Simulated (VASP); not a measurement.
Energy against volume of Cu (fcc). Method: revPBE GGA, VASP's PBE PAW potentials (set 64) (plane waves; VASP 6.6.1).

```json
[
 {"V (Å³/atom)": "11.555", "E (eV/atom)": "-3.32868"},
 {"V (Å³/atom)": "11.924", "E (eV/atom)": "-3.34428"},
 {"V (Å³/atom)": "12.292", "E (eV/atom)": "-3.34921"},
 {"V (Å³/atom)": "12.661", "E (eV/atom)": "-3.34530"},
 {"V (Å³/atom)": "13.030", "E (eV/atom)": "-3.33415"}
]
```

Question: Fit a third-order Birch-Murnaghan equation of state.

Answer: 
| Property | Value |
|---|---|
| volume per atom | 12.30 Å^3/atom |
| bulk modulus | 127 GPa |
| pressure derivative of the bulk modulus | 5.44 |
| lattice constant a | 3.664 Å |

Measured: bulk modulus 144 GPa at 0 K (computed value off by -12.2 %), as given by Daniel Mejia-Rodriguez et al., Physical Review B (2018), arXiv:1807.09216 [0 K value with the zero-point phonon effect removed]; a 3.595 Å at 0 K (computed value off by +1.9 %), as given by Gábor I. Csonka et al., Physical Review B (2009), arXiv:0903.4037 [low-temperature or extrapolated to 0 K; zero-point anharmonic expansion removed].

The compound is Cu in the fcc structure. It was relaxed first.
